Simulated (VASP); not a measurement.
# NbAs: how numerical settings change the zone-centre modes, part 2 of 3

How far do the zone-centre frequencies of NbAs depend on the numerical settings? The starting structure is a measured crystal structure from the Crystallography Open Database.

VASP 6.6.1.

## 2. Reference modes (continued)

Level of this step: LDA; plane waves and PAW (Nb_sv, As) (VASP).

OUTCAR, selected parts (step 2):

```text
ion  position               nearest neighbor table
   1  0.001  0.501  0.002-   4 2.59   4 2.59   3 2.59   3 2.59   3 2.59   3 2.59
   2  0.251  0.251  0.502-   3 2.59   3 2.59   4 2.59   4 2.59   4 2.59   4 2.59
   3  0.583  0.083  0.166-   2 2.59   2 2.59   1 2.59   1 2.59   1 2.59   1 2.59
   4  0.833  0.833  0.666-   1 2.59   1 2.59   2 2.59   2 2.59   2 2.59   2 2.59

  LATTYP: Found a body centered tetragonal cell.
 ALAT       =     3.4196238366
 C/A-ratio  =     3.3728744875

 Subroutine GETGRP returns: Found  8 space group operations
 (whereof  4 operations were pure point group operations)

The static configuration has the point symmetry C_2v.
 The point group associated with its full space group is C_4v.

 Found    102 irreducible k-points:

   k-points           NKPTS =    102   k-points in BZ     NKDIM =    102   number of bands    NBANDS=     24

   dimension x,y,z NGX =    24 NGY =   24 NGZ =   48
   dimension x,y,z NGXF=    48 NGYF=   48 NGZF=   96

   ENCUT  =  450.0 eV  33.07 Ry    5.75 a.u.   5.91  5.91 10.82*2*pi/ulx,y,z

   NELECT =      36.0000    total number of electrons

 k-points in reciprocal lattice and weights: Automatic mesh
   0.00000000  0.00000000  0.00000000       0.001
   0.10000000  0.00000000  0.00000000       0.008
   0.20000000  0.00000000  0.00000000       0.008
   0.30000000  0.00000000 -0.00000000       0.008
   0.40000000  0.00000000  0.00000000       0.008
   0.50000000  0.00000000  0.00000000       0.004
   0.10000000  0.10000000  0.00000000       0.008
   0.20000000  0.10000000  0.00000000       0.016
   0.30000000  0.10000000  0.00000000       0.016
[...]
0.10000000  0.10000000  0.40000000       0.004
   0.00000000  0.00000000  0.50000000       0.001

 average (electrostatic) potential at core
       1 -78.5767       2 -78.5767       3 -47.8450       4 -47.8450

  Total        0.0013124      0.0013124     -0.0044477      0.0000000      0.0000000      0.0000000
  in kB        0.0311805      0.0311805     -0.1056667      0.0000000      0.0000000      0.0000000
  external PRESSURE =      -0.0144352 kB  Pullay stress =       0.0000000 kB

  energy-cutoff  :      450.00
  volume of cell :       67.44
      direct lattice vectors                 reciprocal lattice vectors
    -3.419623837  0.000000000  0.000000000    -0.292429825  0.000000000 -0.086700476
     0.000000000  3.419623837  0.000000000     0.000000000  0.292429825 -0.086700476
     1.709811918 -1.709811918 -5.766980998     0.000000000  0.000000000 -0.173400953

 POSITION                                       TOTAL-FORCE (eV/Angst)
 -----------------------------------------------------------------------------------
     -0.00000      1.70981     -0.01439        -0.000000     -0.000000     -0.000155
     -0.00000      0.00000     -2.89788         0.000000      0.000000     -0.000155
     -1.70981     -0.00000     -0.95446        -0.000000      0.000000      0.000155
     -1.70981      1.70981     -3.83795        -0.000000      0.000000      0.000155
 -----------------------------------------------------------------------------------
    total drift:                                0.000014     -0.000014     -0.000676

 Eigenvectors and eigenvalues of the dynamical matrix
 ----------------------------------------------------

   1 f  =    8.211492 THz    51.594326 2PiTHz  273.905891 cm-1    33.959987 meV
             X         Y         Z           dx          dy          dz
     -0.000000  1.709812 -0.014394     0.000000    0.000000    0.472452
     -0.000000  0.000000 -2.897885     0.000000    0.000000    0.472452
     -1.709812 -0.000000 -0.954458    -0.000000   -0.000000   -0.526107
     -1.709812  1.709812 -3.837949    -0.000000   -0.000000   -0.526107

   2 f  =    8.092819 THz    50.848684 2PiTHz  269.947397 cm-1    33.469196 meV
             X         Y         Z           dx          dy          dz
     -0.000000  1.709812 -0.014394    -0.068410    0.647268   -0.000000
     -0.000000  0.000000 -2.897885    -0.250083    0.177059   -0.000000
     -1.709812 -0.000000 -0.954458     0.189735   -0.422671    0.000000
     -1.709812  1.709812 -3.837949     0.163306   -0.491075    0.000000

   3 f  =    8.092819 THz    50.848684 2PiTHz  269.947397 cm-1    33.469196 meV
             X         Y         Z           dx          dy          dz
     -0.000000  1.709812 -0.014394    -0.177059   -0.250083    0.000000
     -0.000000  0.000000 -2.897885    -0.647268   -0.068410    0.000000
     -1.709812 -0.000000 -0.954458     0.491075    0.163306   -0.000000
     -1.709812  1.709812 -3.837949     0.422671    0.189735   -0.000000

   4 f  =    7.729059 THz    48.563110 2PiTHz  257.813658 cm-1    31.964805 meV
             X         Y         Z           dx          dy          dz
     -0.000000  1.709812 -0.014394    -0.000008   -0.365343   -0.000000
     -0.000000  0.000000 -2.897885     0.000005    0.566856    0.000000
     -1.709812 -0.000000 -0.954458     0.000008    0.399467   -0.000000
     -1.709812  1.709812 -3.837949    -0.000005   -0.620987    0.000000

   5 f  =    7.729059 THz    48.563110 2PiTHz  257.813658 cm-1    31.964805 meV
             X         Y         Z           dx          dy          dz
     -0.000000  1.709812 -0.014394    -0.566856    0.000005    0.000000
     -0.000000  0.000000 -2.897885     0.365343   -0.000008   -0.000000
     -1.709812 -0.000000 -0.954458     0.620987   -0.000005   -0.000000
     -1.709812  1.709812 -3.837949    -0.399467    0.000008    0.000000

   6 f  =    7.581731 THz    47.637423 2PiTHz  252.899333 cm-1    31.355507 meV
             X         Y         Z           dx          dy          dz
     -0.000000  1.709812 -0.014394    -0.000000   -0.000000    0.193695
     -0.000000  0.000000 -2.897885     0.000000    0.000000   -0.193695
     -1.709812 -0.000000 -0.954458     0.000000    0.000000    0.680060
     -1.709812  1.709812 -3.837949     0.000000   -0.000000   -0.680060

   7 f  =    6.908748 THz    43.408943 2PiTHz  230.451025 cm-1    28.572273 meV
             X         Y         Z           dx          dy          dz
     -0.000000  1.709812 -0.014394     0.000000    0.000000    0.680060
     -0.000000  0.000000 -2.897885    -0.000000    0.000000   -0.680060
     -1.709812 -0.000000 -0.954458    -0.000000   -0.000000   -0.193695
     -1.709812  1.709812 -3.837949     0.000000   -0.000000    0.193695

   8 f  =    4.554775 THz    28.618495 2PiTHz  151.930939 cm-1    18.837027 meV
             X         Y         Z           dx          dy          dz
     -0.000000  1.709812 -0.014394    -0.496614   -0.189450    0.000000
     -0.000000  0.000000 -2.897885     0.268916    0.349862    0.000000
     -1.709812 -0.000000 -0.954458    -0.274954   -0.368612   -0.000000
     -1.709812  1.709812 -3.837949     0.523229    0.193704    0.000000

   9 f  =    4.554775 THz    28.618495 2PiTHz  151.930939 cm-1    18.837027 meV
             X         Y         Z           dx          dy          dz
     -0.000000  1.709812 -0.014394     0.349862   -0.268916   -0.000000
     -0.000000  0.000000 -2.897885    -0.189450    0.496614   -0.000000
     -1.709812 -0.000000 -0.954458     0.193704   -0.523229    0.000000
     -1.709812  1.709812 -3.837949    -0.368612    0.274954   -0.000000

  10 f/i=    0.000093 THz     0.000584 2PiTHz    0.003099 cm-1     0.000384 meV
             X         Y         Z           dx          dy          dz
     -0.000000  1.709812 -0.014394     0.000000   -0.000000    0.526107
     -0.000000  0.000000 -2.897885     0.000000   -0.000000    0.526107
     -1.709812 -0.000000 -0.954458     0.000000   -0.000000    0.472452
     -1.709812  1.709812 -3.837949     0.000000   -0.000000    0.472452

  11 f/i=    0.024567 THz     0.154361 2PiTHz    0.819475 cm-1     0.101602 meV
             X         Y         Z           dx          dy          dz
     -0.000000  1.709812 -0.014394    -0.417258    0.317296    0.000000
     -0.000000  0.000000 -2.897885    -0.419695    0.315454    0.000000
     -1.709812 -0.000000 -0.954458    -0.377621    0.286354    0.000000
     -1.709812  1.709812 -3.837949    -0.378768    0.285487    0.000000

  12 f/i=    0.024567 THz     0.154361 2PiTHz    0.819475 cm-1     0.101602 meV
             X         Y         Z           dx          dy          dz
     -0.000000  1.709812 -0.014394    -0.315454   -0.419695   -0.000000
     -0.000000  0.000000 -2.897885    -0.317296   -0.417258   -0.000000
     -1.709812 -0.000000 -0.954458    -0.285487   -0.378768   -0.000000
     -1.709812  1.709812 -3.837949    -0.286354   -0.377621   -0.000000

 ELASTIC MODULI CONTR FROM IONIC RELAXATION (kBar)
 Direction    XX          YY          ZZ          XY          YZ          ZX
 --------------------------------------------------------------------------------
 XX        -122.3168     43.1110    101.2476      0.0000      0.0000     -0.0000
 YY          43.1110   -122.3168    101.2476      0.0000     -0.0000      0.0000
 ZZ         101.2476    101.2476   -258.8469      0.0000      0.0000      0.0000
 XY           0.0000      0.0000      0.0000      0.0000      0.0000      0.0000
 YZ           0.0000     -0.0000      0.0000      0.0000   -633.0032      0.0000
 ZX          -0.0000      0.0000      0.0000      0.0000      0.0000   -617.9914
 --------------------------------------------------------------------------------
```

Energies printed during the response cycles are not total energies of the cell.

Reference: the zone-centre modes are A1 273.9, E (3) 269.9, E (2) 257.8, B1 (2) 252.9, B1 (1) 230.5, E (1) 151.9 cm⁻¹.

## 3. Modes with a 6×6×6 mesh

Against step 2 the input has a 6×6×6 mesh.

INCAR reads:

```
SYSTEM = NbAs
PREC = Accurate
ENCUT = 450
EDIFF = 1E-08
NELM = 100
ISMEAR = 0
SIGMA = 0.05
LREAL = .FALSE.
ALGO = Normal
GGA = CA
NBANDS = 24
LASPH = .TRUE.
LORBIT = 11
LWAVE = .FALSE.
LCHARG = .FALSE.
KPAR = 8
IBRION = 8
ISIF = 2
```

POSCAR reads:

```
NbAs
1.0
   -3.4196238366      0.0000000000      0.0000000000
    0.0000000000      3.4196238366      0.0000000000
    1.7098119183     -1.7098119183     -5.7669809977
Nb As
2 2
Direct
    0.0012480061      0.5012480061      0.0024960120
    0.2512480061      0.2512480061      0.5024960120
    0.5827519939      0.0827519939      0.1655039880
    0.8327519939      0.8327519939      0.6655039880
```

KPOINTS reads:

```
Automatic mesh
0
Gamma
6 6 6
0 0 0
```

PAW data sets: Nb_sv and As (LDA family, release 64).

Started as:

```console
$ mpirun -np 8 vasp_std
```

Log:

```text
[banner, memory and clock lines left out]
running    8 mpi-ranks, on    1 nodes
[...]
[... a notice as in an earlier step ...]

 LDA part: xc-table for (Slater(with rela. corr.)+CA(PZ))
 , standard interpolation
 POSCAR, INCAR and KPOINTS ok, starting setup
[...]
entering main loop
       N       E                     dE             d eps       ncg     rms          rms(c)
DAV:   1     0.340128701446E+03    0.34013E+03   -0.17648E+04  1440   0.134E+03
DAV:   2    -0.105326118999E+02   -0.35066E+03   -0.34318E+03  1928   0.539E+02
DAV:   3    -0.363680091362E+02   -0.25835E+02   -0.25515E+02  2544   0.107E+02
DAV:   4    -0.382237940649E+02   -0.18558E+01   -0.18489E+01  2264   0.238E+01
[...]
DAV:  13    -0.363449261342E+02    0.71282E-07   -0.36524E-07  2248   0.501E-03    0.125E-03
DAV:  14    -0.363449261208E+02    0.13363E-07   -0.11921E-07  2280   0.260E-03    0.233E-04
DAV:  15    -0.363449261224E+02   -0.15516E-08   -0.46115E-09  1416   0.716E-04
   1 F= -.36344926E+02 E0= -.36344047E+02  d E =-.175831E-02
[...]
RMM:  12    -0.435021122100E-01    0.32348E-07   -0.30105E-08  8997   0.319E-04    0.107E-05
RMM:  13    -0.435020611982E-01    0.51012E-07   -0.37468E-08  8865   0.218E-04    0.398E-06
RMM:  14    -0.435020610212E-01    0.17694E-09   -0.18642E-08  9023   0.169E-04    0.251E-06
 first order change of Fermi-energy   0.22882E-04
 force on displaced ion       3 direction 2 :  -0.000  -9.483  -0.001
 Linear response progress:
  Degree of freedom:   6/  6
       N       E                     dE             d eps       ncg     rms          rms(c)
RMM:   1    -0.645723779501E-01   -0.64572E-01   -0.18514E-02  5577   0.103E+00
RMM:   2    -0.562343362914E-01    0.83380E-02   -0.66865E-03  4185   0.419E-01    0.119E-01
RMM:   3    -0.564891725813E-01   -0.25484E-03   -0.21180E-03  4184   0.224E-01    0.114E-01
RMM:   4    -0.563558078147E-01    0.13336E-03   -0.58477E-04  4380   0.123E-01    0.499E-02
[...]
RMM:  14    -0.565078277567E-01    0.39439E-07   -0.10011E-07  5911   0.188E-04    0.153E-05
RMM:  15    -0.565078417717E-01   -0.14015E-07   -0.10141E-07  6074   0.147E-04    0.922E-06
RMM:  16    -0.565078451736E-01   -0.34019E-08   -0.99173E-08  6119   0.126E-04    0.664E-06
 first order change of Fermi-energy   0.73068E-01
 force on displaced ion       3 direction 3 :  -0.000   0.000 -14.253
 Linear response finished
```

Run time: 4.7 min. Hardware: 8 MPI ranks of AMD EPYC 7R43, shared host; peak memory 2.5 GiB.

Parts of OUTCAR (step 3):

```text
  Total        0.1007885      0.1007885     -0.0500760      0.0000000      0.0000000      0.0000000
  in kB        2.3945083      2.3945083     -1.1896935      0.0000000      0.0000000      0.0000000
  external PRESSURE =       1.1997744 kB  Pullay stress =       0.0000000 kB

 POSITION                                       TOTAL-FORCE (eV/Angst)
 -----------------------------------------------------------------------------------
     -0.00000      1.70981     -0.01439        -0.000000      0.000000      0.006045
     -0.00000      0.00000     -2.89788        -0.000000      0.000000      0.006045
     -1.70981     -0.00000     -0.95446         0.000000      0.000000     -0.006045
     -1.70981      1.70981     -3.83795        -0.000000     -0.000000     -0.006045
 -----------------------------------------------------------------------------------
    total drift:                                0.000014     -0.000014     -0.000683

[... 1 part as in an earlier step ...]

[... 1 further part left out ...]
```

With a 6×6×6 mesh the modes are at the top A1 272.9, E (3) 265.4 cm⁻¹, at the bottom B1 (1) 215.6, E (1) 147.7 cm⁻¹, with 2 more of the listed ones between; the largest shift is -17.9 cm⁻¹, in E (2), from the reference.

## 4. Modes with a cutoff of 290 eV

Against step 2 the input has ENCUT = 290.

INCAR, as its differences from that of step 3:

```diff
@@ -2,3 +2,3 @@
 PREC = Accurate
-ENCUT = 450
+ENCUT = 290
 EDIFF = 1E-08
```

POSCAR is that of step 3.

KPOINTS reads:

```
Automatic mesh
0
Gamma
10 10 10
0 0 0
```

Started as:

```console
$ mpirun -np 8 vasp_std
```

Log:

```text
[... set-up lines as in an earlier step ...]
 entering main loop
       N       E                     dE             d eps       ncg     rms          rms(c)
DAV:   1     0.236065532866E+03    0.23607E+03   -0.14364E+04  5184   0.980E+02
DAV:   2    -0.175392568770E+02   -0.25360E+03   -0.24799E+03  6688   0.412E+02
DAV:   3    -0.373475314685E+02   -0.19808E+02   -0.19681E+02  8984   0.832E+01
DAV:   4    -0.382612476866E+02   -0.91372E+00   -0.91170E+00  7152   0.164E+01
[...]
DAV:  13    -0.363720782571E+02    0.16218E-07   -0.10412E-07  6832   0.323E-03    0.213E-03
DAV:  14    -0.363720782450E+02    0.12139E-07   -0.11907E-07  7496   0.319E-03    0.214E-04
DAV:  15    -0.363720782443E+02    0.67712E-09   -0.49025E-09  4872   0.760E-04
   1 F= -.36372078E+02 E0= -.36371506E+02  d E =-.114511E-02
 Linear response reoptimize wavefunctions to high precision
DAV:   1    -0.363720782444E+02   -0.83219E-10   -0.10572E-09  4816   0.426E-04
DAV:   2    -0.363720782444E+02   -0.36380E-11   -0.50742E-10  4752   0.235E-04
 Linear response DOF=           6
 Linear response progress:
[...]
RMM:  24    -0.432441881440E-01    0.32244E-09   -0.46772E-07 29215   0.117E-04    0.115E-07
RMM:  25    -0.432441882554E-01   -0.11146E-09   -0.46900E-07 29188   0.117E-04    0.122E-07
RMM:  26    -0.432441881548E-01    0.10062E-09   -0.46755E-07 29217   0.117E-04    0.878E-08
 first order change of Fermi-energy  -0.63365E-05
 force on displaced ion       3 direction 2 :   0.000  -9.683   0.001
 Linear response progress:
  Degree of freedom:   6/  6
       N       E                     dE             d eps       ncg     rms          rms(c)
RMM:   1    -0.645713211984E-01   -0.64571E-01   -0.19926E-02 20784   0.101E+00
RMM:   2    -0.560536564326E-01    0.85177E-02   -0.74792E-03 15974   0.392E-01    0.121E-01
RMM:   3    -0.562899327861E-01   -0.23628E-03   -0.22294E-03 15764   0.213E-01    0.112E-01
RMM:   4    -0.561424412971E-01    0.14749E-03   -0.57394E-04 16998   0.117E-01    0.514E-02
[...]
RMM:  29    -0.562769543249E-01   -0.58050E-10   -0.18911E-07 17724   0.110E-04    0.101E-07
RMM:  30    -0.562769542274E-01    0.97542E-10   -0.18759E-07 17752   0.110E-04    0.125E-07
RMM:  31    -0.562769542431E-01   -0.15673E-10   -0.18956E-07 17752   0.110E-04    0.994E-08
 first order change of Fermi-energy  -0.19464E-01
 force on displaced ion       3 direction 3 :   0.000  -0.000 -14.454
 Linear response finished
```

Run time: 8.3 min. Hardware: 8 MPI ranks; peak memory 3.5 GiB; 66 min of CPU time.

From OUTCAR (step 4):

```text
  Total       -0.2443562     -0.2443562     -0.2494656      0.0000000      0.0000000      0.0000000
  in kB       -5.8053541     -5.8053541     -5.9267426      0.0000000      0.0000000      0.0000000
  external PRESSURE =      -5.8458169 kB  Pullay stress =       0.0000000 kB

 POSITION                                       TOTAL-FORCE (eV/Angst)
 -----------------------------------------------------------------------------------
     -0.00000      1.70981     -0.01439        -0.000000      0.000000     -0.001478
     -0.00000      0.00000     -2.89788        -0.000000      0.000000     -0.001478
     -1.70981     -0.00000     -0.95446         0.000000     -0.000000      0.001478
     -1.70981      1.70981     -3.83795         0.000000     -0.000000      0.001478
 -----------------------------------------------------------------------------------
    total drift:                               -0.000044      0.000044      0.000055

[... 1 part as in an earlier step ...]

[... 1 further part left out ...]
```

With a cutoff of 290 eV the modes are at the top A1 275.0, E (3) 270.3 cm⁻¹, at the bottom B1 (1) 233.0, E (1) 151.1 cm⁻¹, with 2 more of the listed ones between; the largest shift is +2.5 cm⁻¹, in B1 (1), from the reference.

(Continued in part 3 of 3.)

[Lines on the potential files, build, host, timing and source positions are cut from VASP's logs without a mark.]

[Logs are printed without paths, hosts, clocks, repeated set-up lines and the standing remarks that a program may print on its own settings, such as how far it seeks lower states.]

[Hosts, paths, dates, database ids (printed as entryN), source tags and the programs' standing remarks are cut or masked in the printed files.]
